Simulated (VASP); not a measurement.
Level of theory: PBEsol GGA, VASP's PBE PAW potentials (set 64) (plane waves; VASP).

VASP input:

**POSCAR**
```
WSe
2.5841630
  0.0000000000   0.9999999248   0.9999999248
  0.9999999248   0.0000000000   0.9999999248
  0.9999999248   0.9999999248   0.0000000000
W Se
1 1
Direct
  0.0000000000   0.0000000000   0.0000000000
  0.5000000000   0.5000000000   0.5000000000
```

INCAR:
```
SYSTEM = WSe
PREC = Accurate; ENCUT = 400; LREAL = .False.
LASPH = .True.; ICHARG = 11
EDIFF = 1E-7; NELM = 100; ALGO = Normal
LMAXMIX = 6
ISMEAR = 0; SIGMA = 0.05
GGA = PS
LWAVE = .False.; LCHARG = .False.; LORBIT = 11
```

File KPOINTS:
```
k-points along high-symmetry lines
15
Line-mode
Reciprocal
  0.000000   0.000000   0.000000 ! GAMMA
  0.500000   0.000000   0.500000 ! X

  0.500000   0.000000   0.500000 ! X
  0.625000   0.250000   0.625000 ! U

  0.375000   0.375000   0.750000 ! K
  0.000000   0.000000   0.000000 ! GAMMA

  0.000000   0.000000   0.000000 ! GAMMA
  0.500000   0.500000   0.500000 ! L

  0.500000   0.500000   0.500000 ! L
  0.500000   0.250000   0.750000 ! W

  0.500000   0.250000   0.750000 ! W
  0.500000   0.000000   0.500000 ! X
```

POTCAR, in this order: W_sv Se (PBE.64 set). Program: vasp_std. Read from the step before: CHGCAR.

What VASP printed:

### OSZICAR
```
       N       E                     dE             d eps       ncg     rms          rms(c)
DAV:   1     0.119487072591E+03    0.11949E+03   -0.92512E+03  2520   0.125E+03
DAV:   2    -0.108323330417E+02   -0.13032E+03   -0.12706E+03  3162   0.327E+02
DAV:   3    -0.145799749827E+02   -0.37476E+01   -0.36465E+01  2790   0.530E+01
DAV:   4    -0.146128140576E+02   -0.32839E-01   -0.32828E-01  2796   0.552E+00
DAV:   5    -0.146131552633E+02   -0.34121E-03   -0.34118E-03  2772   0.576E-01
DAV:   6    -0.146131622300E+02   -0.69668E-05   -0.69664E-05  2898   0.809E-02
DAV:   7    -0.146131624192E+02   -0.18916E-06   -0.18865E-06  2790   0.123E-02
DAV:   8    -0.146131624246E+02   -0.53915E-08   -0.50356E-08  1826   0.211E-03
   1 F= -.14613162E+02 E0= -.14612442E+02  d E =-.144021E-02
```

**OUTCAR**
```
 val. band max:        9.2542068864   @ k =   0.5000   0.0714   0.5714

 cond. band min:       9.2699429914   @ k =   0.5000   0.4107   0.5893



 k-point     1 :       0.0000    0.0000    0.0000
  band No.  band energies     occupation
      1     -64.8673      2.00000
      2     -29.1025      2.00000
      3     -29.1025      2.00000
      4     -29.1025      2.00000
      5      -7.2058      2.00000
      6       6.9845      2.00000
      7       6.9845      2.00000
      8       6.9845      2.00000
      9       7.3641      2.00000
     10       7.3641      2.00000
     11       7.3641      2.00000
     12       7.9010      2.00000
     13       7.9010      2.00000
     14      11.2572      0.00000

 k-point     2 :       0.0357    0.0000    0.0357
  band No.  band energies     occupation
      1     -64.8672      2.00000
      2     -29.1037      2.00000
      3     -29.1029      2.00000
      4     -29.1029      2.00000
      5      -7.1812      2.00000
      6       6.4568      2.00000
      7       6.7493      2.00000
      8       6.7493      2.00000
      9       7.3320      2.00000
     10       7.6365      2.00000
     11       7.6365      2.00000
     12       7.9126      2.00000
     13       8.3492      2.00000
     14      11.4348      0.00000

 k-point     3 :       0.0714    0.0000    0.0714
  band No.  band energies     occupation
      1     -64.8670      2.00000
      2     -29.1075      2.00000
      3     -29.1044      2.00000
      4     -29.1044      2.00000
      5      -7.1090      2.00000
      6       5.6430      2.00000
      7       6.4296      2.00000
      8       6.4296      2.00000
      9       7.2391      2.00000
     10       7.9471      2.00000
     11       8.0649      2.00000
     12       8.0649      2.00000
     13       8.9152      2.00000
     14      11.9758      0.00000

 k-point     4 :       0.1071    0.0000    0.1071
  band No.  band energies     occupation
      1     -64.8668      2.00000
...
```

The density is held fixed in this step, so its total energy and stress have no physical meaning. Unless said otherwise, spin-orbit coupling is left out, though it shifts the bands of the heavy elements here.

The structure was generated: WSe was put into the rock salt type (Fm-3m), which need not be its known phase. It was relaxed first, which changed the volume by -39 %.
